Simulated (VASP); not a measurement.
Here is the system:

```
Al31O47
1.0
    9.17585    -4.80660     0.00041
    9.17585     4.80660     0.00041
    6.65764     0.00000     7.93570
Al O
31 47
Direct
  0.17600   0.17600   0.17600
  0.07400   0.07400   0.07400
  0.32271   0.32575   0.32084
  0.42600   0.42600   0.92600
  0.17600   0.17600   0.67600
  0.07400   0.07400   0.57400
  0.32400   0.32400   0.82400
  0.42600   0.92600   0.42600
  0.17600   0.67600   0.17600
  0.07400   0.57400   0.07400
  0.32400   0.82400   0.32400
  0.42600   0.92600   0.92600
  0.17600   0.67600   0.67600
  0.08027   0.57589   0.56881
  0.32400   0.82400   0.82400
  0.92600   0.42600   0.42600
  0.67600   0.17600   0.17600
  0.57400   0.07400   0.07400
  0.82400   0.32400   0.32400
  0.92600   0.42600   0.92600
  0.67600   0.17600   0.67600
  0.57509   0.07017   0.57406
  0.82400   0.32400   0.82400
  0.92600   0.92600   0.42600
  0.67600   0.67600   0.17600
  0.57516   0.56983   0.07693
  0.82400   0.82400   0.32400
  0.92600   0.92600   0.92600
  0.67600   0.67600   0.67600
  0.57400   0.57400   0.57400
  0.82400   0.82400   0.82400
  0.22200   0.02800   0.37500
  0.02800   0.37500   0.22200
  0.27800   0.47200   0.12500
  0.12500   0.27800   0.47200
  0.47200   0.12500   0.27800
  0.37500   0.22200   0.02800
  0.22200   0.02800   0.87500
  0.02800   0.37500   0.72200
  0.12500   0.27800   0.97200
  0.47200   0.12500   0.77800
  0.36928   0.22505   0.53312
  0.22041   0.53467   0.37048
  0.02800   0.87500   0.22200
  0.27800   0.97200   0.12500
  0.12500   0.77800   0.47200
  0.47483   0.62126   0.27383
  0.37500   0.72200   0.02800
  0.22200   0.52800   0.87500
  0.02800   0.87500   0.72200
  0.27800   0.97200   0.62500
  0.12500   0.77800   0.97200
  0.47200   0.62500   0.77800
  0.37500   0.72200   0.52800
  0.72200   0.02800   0.37500
  0.53182   0.37201   0.21760
  0.77800   0.47200   0.12500
  0.62680   0.27552   0.47043
  0.97200   0.12500   0.27800
  0.87500   0.22200   0.02800
  0.72200   0.02800   0.87500
  0.52800   0.37500   0.72200
  0.77800   0.47200   0.62500
  0.62500   0.27800   0.97200
  0.97200   0.12500   0.77800
  0.87500   0.22200   0.52800
  0.72200   0.52800   0.37500
  0.52800   0.87500   0.22200
  0.77800   0.97200   0.12500
  0.62500   0.77800   0.47200
  0.97200   0.62500   0.27800
  0.87500   0.72200   0.02800
  0.72200   0.52800   0.87500
  0.52800   0.87500   0.72200
  0.77800   0.97200   0.62500
  0.62500   0.77800   0.97200
  0.97200   0.62500   0.77800
  0.87500   0.72200   0.52800
```
Cell charge +1.

Computed with PBE GGA, VASP's PBE PAW potentials (set 64) (plane waves; VASP). Settings: PREC = Normal, LREAL = Auto, ISYM = 0, NELECT = 374.0, EDIFF = 1E-5, 400 eV cut-off, 1×1×1 Γ-centred mesh, Gaussian smearing of 0.050 eV, potentials Al O. Starting moments (MAGMOM): 78*0.0256. The cell's moment is fixed (NUPDOWN = 2).

The cell is charged, with a uniform compensating background. The supercell is sampled at Γ alone, which is coarse: total energies, pressure and levels can be off, energies of defects by several tenths of an eV.

**Question.** The ions are relaxed. Predict the relaxed structure.

**Answer.** 
```
Al31O47
1.0
    9.17585    -4.80660     0.00041
    9.17585     4.80660     0.00041
    6.65764     0.00000     7.93570
Al O
31 47
Direct
  0.17340   0.17130   0.18507
  0.07570   0.07239   0.07341
  0.32721   0.33188   0.33134
  0.42686   0.42943   0.93013
  0.17460   0.17562   0.67761
  0.07442   0.07931   0.57238
  0.33348   0.30376   0.85104
  0.42600   0.92989   0.42482
  0.17536   0.67789   0.17377
  0.07368   0.57270   0.07511
  0.32499   0.82011   0.32474
  0.42648   0.92399   0.92488
  0.16658   0.69348   0.68023
  0.06306   0.58205   0.55933
  0.32311   0.82488   0.82414
  0.92669   0.42588   0.42643
  0.68064   0.17243   0.17517
  0.57467   0.07239   0.07781
  0.82424   0.32595   0.32103
  0.93025   0.42610   0.92324
  0.67938   0.17501   0.67485
  0.56587   0.08584   0.56831
  0.82348   0.32710   0.82316
  0.92289   0.92863   0.42461
  0.67840   0.67614   0.17581
  0.57268   0.56854   0.08038
  0.82053   0.82366   0.32484
  0.92558   0.92920   0.92586
  0.67073   0.67881   0.67769
  0.57314   0.57198   0.57367
  0.82385   0.82398   0.82521
  0.22148   0.02249   0.37969
  0.02864   0.37399   0.22140
  0.27622   0.47360   0.12458
  0.12506   0.27830   0.47162
  0.47216   0.12597   0.27944
  0.37378   0.21860   0.03897
  0.22043   0.02704   0.87615
  0.03660   0.37851   0.71701
  0.12964   0.27783   0.96903
  0.46858   0.12709   0.77912
  0.37008   0.21335   0.53270
  0.20825   0.53347   0.37275
  0.02702   0.87555   0.22246
  0.27921   0.97135   0.12518
  0.13047   0.76557   0.47624
  0.47921   0.64017   0.25724
  0.37575   0.72147   0.02645
  0.22396   0.52482   0.86920
  0.02271   0.88301   0.72254
  0.27644   0.96713   0.62652
  0.12431   0.77806   0.97000
  0.47043   0.62521   0.77802
  0.37316   0.71002   0.53085
  0.72130   0.02901   0.37425
  0.53343   0.37268   0.20490
  0.78177   0.47092   0.12173
  0.64299   0.25993   0.47397
  0.97455   0.12343   0.27798
  0.87856   0.22214   0.02498
  0.71924   0.03005   0.87677
  0.52328   0.37324   0.72209
  0.77716   0.47231   0.62541
  0.62623   0.27858   0.96862
  0.97112   0.12803   0.77912
  0.87652   0.22254   0.52927
  0.72076   0.52631   0.37550
  0.52926   0.87469   0.22435
  0.77875   0.97206   0.12445
  0.62139   0.77760   0.47293
  0.96604   0.62732   0.27678
  0.87667   0.72133   0.02480
  0.72500   0.52948   0.87216
  0.52666   0.87807   0.72035
  0.78058   0.96885   0.62598
  0.62714   0.77971   0.96737
  0.98740   0.61973   0.76975
  0.86698   0.72723   0.52739
```
Cell charge +1. The cell ends with 2.00 μB, on the first 30 sites 0.00 0.00 0.00 0.00 0.00 0.00 0.00 0.00 0.00 0.00 0.00 0.00 0.00 0.00 0.00 0.00 0.00 0.00 0.00 0.00 0.00 0.00 0.00 0.00 0.00 -0.01 0.00 0.00 0.00 0.00 μB.

**Question.** How much energy does the relaxation gain?

**Answer.** The energy (σ→0) changes by -36.7 meV/atom, in 20 ionic steps.

The cell is a supercell with a defect, built from Al2O3 (corundum): vac_Al-vac_O, charge +1.
